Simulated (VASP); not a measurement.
# BeRhS3 (Pm-3m) in VASP: reference runs

Reference runs on BeRhS3: the cell as given.

Everything below comes from runs of VASP 6.6.1. Logs are shortened: lines on timing, memory, paths and dates and some standing lists are left out, and cuts for length are marked.

## (1) The structure

Symmetry: Pm-3m, No. 221, cubic system. The conventional cell has a = 4.347 Å, b = 4.347 Å, c = 4.347 Å, α = 90.00°, β = 90.00°, γ = 90.00°. Be (site symmetry m-3m) is surrounded by 12 S at 3.07 Å. Rh (site symmetry m-3m) has 6 S at 2.17 Å as nearest neighbours. S (site symmetry 4/mmm) has 2 Rh at 2.17 Å as nearest neighbours.

The cell was built by a generator and needn't be a form met in nature.

## (2) Single point, PBE

Input file INCAR:

```
PREC     = Accurate       # precision mode
ENCUT    = 520            # plane-wave cutoff, eV
EDIFF    = 1E-7           # SCF threshold, eV
ISMEAR   = -1             # smearing method
SIGMA    = 0.05           # smearing width, eV
LREAL    = False          # projectors in reciprocal space
LASPH    = True           # aspherical terms in the spheres
NELM     = 80             # most SCF steps
ALGO     = Normal         # electronic algorithm
ISIF     = 2              # what is computed and relaxed
LWAVE    = False          # write WAVECAR
LCHARG   = False          # write CHGCAR
GGA      = PE             # functional
NBANDS   = 26             # bands
```

Input file KPOINTS:

```
Automatic mesh
0
Gamma
  6 6 6
```

Input file POSCAR:

```
BeRhS3
1.0
    4.3467227100      0.0000000000      0.0000000000
    0.0000000000      4.3467227100      0.0000000000
    0.0000000000      0.0000000000      4.3467227100
Be Rh S
1 1 3
Direct
    0.0000000000      0.0000000000      0.0000000000
    0.5000000000      0.5000000000      0.5000000000
    0.0000000000      0.5000000000      0.5000000000
    0.5000000000      0.5000000000      0.0000000000
    0.5000000000      0.0000000000      0.5000000000
```

Potentials or basis: VASP PAW PBE potentials, release 64 (Be, Rh_pv, S).

Started as:

```
> cat potpaw_PBE.64/Be/POTCAR potpaw_PBE.64/Rh_pv/POTCAR potpaw_PBE.64/S/POTCAR > POTCAR
> mpirun -np 1 vasp_std > vasp.out
```

OUTCAR:

```text
PREC = Accurate
   ENCUT = 520
   EDIFF = 1E-7
   ISMEAR = -1
   LREAL = False
   LASPH = True
   NELM = 80
   ISIF = 2
   GGA = PE

 ion  position               nearest neighbor table
   1  0.000  0.000  0.000-
   2  0.500  0.500  0.500-   3 2.17   4 2.17   5 2.17   4 2.17   5 2.17   3 2.17
   3  0.000  0.500  0.500-   2 2.17   2 2.17
   4  0.500  0.500  0.000-   2 2.17   2 2.17
   5  0.500  0.000  0.500-   2 2.17   2 2.17

  LATTYP: Found a simple cubic cell.
 ALAT       =     4.3467227100

  Lattice vectors:

 A1 = (   4.3467227100,   0.0000000000,   0.0000000000)
 A2 = (   0.0000000000,   4.3467227100,   0.0000000000)
 A3 = (   0.0000000000,   0.0000000000,   4.3467227100)

Analysis of symmetry for initial positions (statically):
=====================================================================
 Subroutine PRICEL returns:
 Original cell was already a primitive cell.

 Routine SETGRP: Setting up the symmetry group for a
 simple cubic supercell.

 Subroutine GETGRP returns: Found 48 space group operations
 (whereof 48 operations were pure point group operations)
 out of a pool of 48 trial point group operations.

The static configuration has the point symmetry O_h .

Analysis of symmetry for dynamics (positions and initial velocities):
=====================================================================
 Subroutine PRICEL returns:
 Original cell was already a primitive cell.

 Routine SETGRP: Setting up the symmetry group for a
 simple cubic supercell.

 Subroutine GETGRP returns: Found 48 space group operations
 (whereof 48 operations were pure point group operations)
 out of a pool of 48 trial point group operations.

The dynamic configuration has the point symmetry O_h .

 Subroutine INISYM returns: Found 48 space group operations
 (whereof 48 operations are pure point group operations),
 and found     1 'primitive' translations

----------------------------------------------------------------------------------------

                                     Primitive cell

  volume of cell :      82.1270

  direct lattice vectors                    reciprocal lattice vectors
     4.346722710  0.000000000  0.000000000     0.230058383  0.000000000  0.000000000
     0.000000000  4.346722710  0.000000000     0.000000000  0.230058383  0.000000000
     0.000000000  0.000000000  4.346722710     0.000000000  0.000000000  0.230058383

  length of vectors
     4.346722710  4.346722710  4.346722710     0.230058383  0.230058383  0.230058383

  position of ions in fractional coordinates (direct lattice)
     0.000000000  0.000000000  0.000000000
     0.500000000  0.500000000  0.500000000
     0.000000000  0.500000000  0.500000000
     0.500000000  0.500000000  0.000000000
     0.500000000  0.000000000  0.500000000

  ion indices of the primitive-cell ions
   primitive index   ion index
                 1           1
                 2           2
                 3           3
                 4           4
                 5           5

----------------------------------------------------------------------------------------

 KPOINTS: Automatic mesh

Automatic generation of k-mesh.
 Grid dimensions read from file:
 generate k-points for:    6    6    6

 Generating k-lattice:

  Cartesian coordinates                     Fractional coordinates (reciprocal lattice)
     0.038343064  0.000000000  0.000000000     0.166666667  0.000000000  0.000000000
     0.000000000  0.038343064  0.000000000     0.000000000  0.166666667  0.000000000
     0.000000000  0.000000000  0.038343064     0.000000000  0.000000000  0.166666667

  Length of vectors
     0.038343064  0.038343064  0.038343064

  Shift w.r.t. Gamma in fractional coordinates (k-lattice)
     0.000000000  0.000000000  0.000000000

 Subroutine IBZKPT returns following result:
 ===========================================

 Found     20 irreducible k-points:

 Following reciprocal coordinates:
            Coordinates               Weight
  0.000000  0.000000  0.000000      1.000000
  0.166667  0.000000  0.000000      6.000000
  0.333333  0.000000  0.000000      6.000000
  0.500000  0.000000  0.000000      3.000000
  0.166667  0.166667  0.000000     12.000000
  0.333333  0.166667  0.000000     24.000000
[... 12 lines left out ...]
  0.500000  0.500000  0.333333      6.000000
  0.500000  0.500000  0.500000      1.000000
   k-points           NKPTS =     20   k-points in BZ     NKDIM =     20   number of bands    NBANDS=     26
   number of dos      NEDOS =    301   number of ions     NIONS =      5
   total plane-waves  NPLWV =  32768
   dimension x,y,z NGX =    32 NGY =   32 NGZ =   32
   dimension x,y,z NGXF=    64 NGYF=   64 NGZF=   64
   ions per type =               1   1   3
   NGX,Y,Z   is equivalent  to a cutoff of  12.24, 12.24, 12.24 a.u.
   NGXF,Y,Z  is equivalent  to a cutoff of  24.48, 24.48, 24.48 a.u.
 SYSTEM =  unknown system
   PREC   = accura    normal or accurate (medium, high low for compatibility)
   ISTART =      0    job   : 0-new  1-cont  2-samecut
   ICHARG =      2    charge: 1-file 2-atom 10-const
   ISPIN  =      1    spin polarized calculation?
   LNONCOLLINEAR =      F non collinear calculations
   LSORBIT =      F    spin-orbit coupling
   LASPH  =      T    aspherical Exc in radial PAW
   ENCUT  =  520.0 eV  38.22 Ry    6.18 a.u.   8.08  8.08  8.08*2*pi/ulx,y,z
   NELM   =     80;   NELMIN=  2; NELMDL= -5     # of ELM steps
   EDIFF  = 0.1E-06   stopping-criterion for ELM
   LREAL  =      F    real-space projection
   EDIFFG = 0.1E-05   stopping-criterion for IOM
   NSW    =      0    number of steps for IOM
   IBRION =     -1    ionic relax: 0-MD 1-quasi-New 2-CG
   NFREE  =      0    steps in history (QN), initial steepest desc. (CG)
   ISIF   =      2    stress and relaxation
   ISYM   =      2    0-nonsym 1-usesym 2-fastsym
   POTIM  = 0.5000    time-step for ionic-motion
   TEBEG  =    0.0;   TEEND  =   0.0 temperature during run
   PSTRESS=    0.0 pullay stress
   NELECT =      35.0000    total number of electrons
   NUPDOWN=      -1.0000    fix difference up-down
   EMIN   =  10.00;   EMAX   =-10.00  energy-range for DOS
   EFERMI =   0.00;   METHOD = LEGACY
   ISMEAR =    -1;   SIGMA  =   0.05  broadening in eV -4-tet -1-fermi 0-gaus
   EFERMI_NEDOS =   21; number of points for ismear=-14 and -15
   IALGO  =     38    algorithm
   IMIX   =      4    mixing-type and parameters
     AMIX     =   0.40;   BMIX     =  1.00
     AMIX_MAG =   1.60;   BMIX_MAG =  1.00
  volume/ion in A,a.u.               =      16.43       110.84
  Fermi-wavevector in a.u.,A,eV,Ry     =   1.231976  2.328097 20.650444  1.517765
  Thomas-Fermi vector in A             =   2.366764
   LORBIT       =      0    0 simple, 1 ext, 2 COOP (PROOUT), +10 PAW based schemes
   GGA     = PE    functional components
   LHFCALC =     F    Hartree Fock is set to
   AEXX    =    0.0000 exact exchange contribution
   IVDW    =     0    specifies the selected vdW correction
   LEPSILON=     F    determine dielectric tensor
   LRPA    =     F    only Hartree local field effects (RPA)
 non-spin polarized calculation
  energy-cutoff  :      520.00
  volume of cell :       82.13
 maximum number of plane-waves:      2272
   NGX = 17   NGY = 17   NGZ = 17

 number of electron      35.0000000 magnetization

 Free energy of the ion-electron system (eV)
  ---------------------------------------------------
  ext. energy  EPLUGINS =         0.00000000
  ---------------------------------------------------
  free energy    TOTEN  =       -18.28381872 eV

  energy without entropy =      -18.23153452  energy(sigma->0) =      -18.25767662

 E-fermi :   6.3841     XC(G=0): -10.5385

 val. band max:        6.2986686848   @ k =   0.5000   0.1667   0.0000
 cond. band min:       6.3934445656   @ k =   0.3333   0.3333   0.0000
 fundamental gap:      0.0947758808
 Fermi energy:         6.3841199789

 k-point     1 :       0.0000    0.0000    0.0000
  band No.  band energies     occupation
      1     -41.0487      2.00000
      2     -41.0487      2.00000
      3     -41.0487      2.00000
      4      -8.7103      2.00000
      5      -6.4942      2.00000
      6      -6.4942      2.00000
[... 18 lines left out ...]
     25      12.5437      0.00000
     26      12.5437      0.00000

 k-point     2 :       0.1667    0.0000    0.0000
  band No.  band energies     occupation
      1     -41.0499      2.00000
      2     -41.0487      2.00000
      3     -41.0487      2.00000
      4      -8.5635      2.00000
      5      -6.4895      2.00000
      6      -6.4796      2.00000
[... 18 lines left out ...]
     25      13.2107      0.00000
     26      13.2111      0.00000

 k-point     3 :       0.3333    0.0000    0.0000
  band No.  band energies     occupation
      1     -41.0524      2.00000
      2     -41.0487      2.00000
      3     -41.0487      2.00000
      4      -8.2241      2.00000
      5      -6.5084      2.00000
      6      -6.4502      2.00000
[... 18 lines left out ...]
     25      14.3815      0.00000
     26      14.8226      0.00000

 k-point     4 :       0.5000    0.0000    0.0000
  band No.  band energies     occupation
      1     -41.0536      2.00000
      2     -41.0486      2.00000
      3     -41.0486      2.00000
      4      -8.0192      2.00000
      5      -6.5436      2.00000
      6      -6.4353      2.00000
[... 18 lines left out ...]
     25      15.3937      0.00000
     26      15.9705      0.00000
[... 380 lines left out ...]
      1     -41.0535      2.00000
      2     -41.0523      2.00000
      3     -41.0523      2.00000
      4      -6.8188      2.00000
      5      -6.2941      2.00000
      6      -6.2789      2.00000
[... 18 lines left out ...]
     25      14.9324      0.00000
     26      15.1844      0.00000

 k-point    19 :       0.5000    0.5000    0.3333
  band No.  band energies     occupation
      1     -41.0535      2.00000
      2     -41.0535      2.00000
      3     -41.0522      2.00000
      4      -6.5295      2.00000
      5      -6.2506      2.00000
      6      -6.2506      2.00000
[... 18 lines left out ...]
     25      14.3996      0.00000
     26      14.4027      0.00000

 k-point    20 :       0.5000    0.5000    0.5000
  band No.  band energies     occupation
      1     -41.0535      2.00000
      2     -41.0535      2.00000
      3     -41.0535      2.00000
      4      -6.2080      2.00000
      5      -6.2080      2.00000
      6      -6.2080      2.00000
[... 18 lines left out ...]
     25      13.8073      0.00000
     26      13.8073      0.00000

------------------------ aborting loop because EDIFF is reached ----------------------------------------

  FORCE on cell =-STRESS in cart. coord.  units (eV):
  Direction    XX          YY          ZZ          XY          YZ          ZX
  --------------------------------------------------------------------------------------
  -------------------------------------------------------------------------------------
  Total       11.6198462     11.6198462     11.6198462      0.0000000      0.0000000     -0.0000000
  in kB      226.6862367    226.6862367    226.6862367      0.0000000      0.0000000     -0.0000000
  external PRESSURE =     226.6862367 kB  Pullay stress =       0.0000000 kB

 VOLUME and BASIS-vectors are now :
 -----------------------------------------------------------------------------
  energy-cutoff  :      520.00
  volume of cell :       82.13
      direct lattice vectors                 reciprocal lattice vectors
     4.346722710  0.000000000  0.000000000     0.230058383  0.000000000  0.000000000
     0.000000000  4.346722710  0.000000000     0.000000000  0.230058383  0.000000000
     0.000000000  0.000000000  4.346722710     0.000000000  0.000000000  0.230058383

 POSITION                                       TOTAL-FORCE (eV/Angst)
 -----------------------------------------------------------------------------------
      0.00000      0.00000      0.00000         0.000000      0.000000      0.000000
      2.17336      2.17336      2.17336         0.000000      0.000000      0.000000
      0.00000      2.17336      2.17336         0.000000      0.000000      0.000000
      2.17336      2.17336      0.00000         0.000000      0.000000      0.000000
      2.17336      0.00000      2.17336         0.000000      0.000000      0.000000
 -----------------------------------------------------------------------------------
    total drift:                                0.000000     -0.000000     -0.000000

  FREE ENERGIE OF THE ION-ELECTRON SYSTEM (eV)
  ---------------------------------------------------
  free  energy   TOTEN  =       -18.2838187180 eV

  energy  without entropy=      -18.2315345217  energy(sigma->0) =      -18.25767662
```

Wall time 22 s (1 thread of Intel Xeon Platinum 8488C (Sapphire Rapids), shared host); peak memory 0.19 GiB.

What came out:

| Quantity | Value |
| --- | --- |
| Free energy | -18.2838 eV |
| Pressure | 22.7 GPa |
| Band gap on the k mesh | none (metal or under the smearing width) |

Caveat: so large a pressure means that the cell lies far from this level's equilibrium, or that cutoff or potentials fall short.
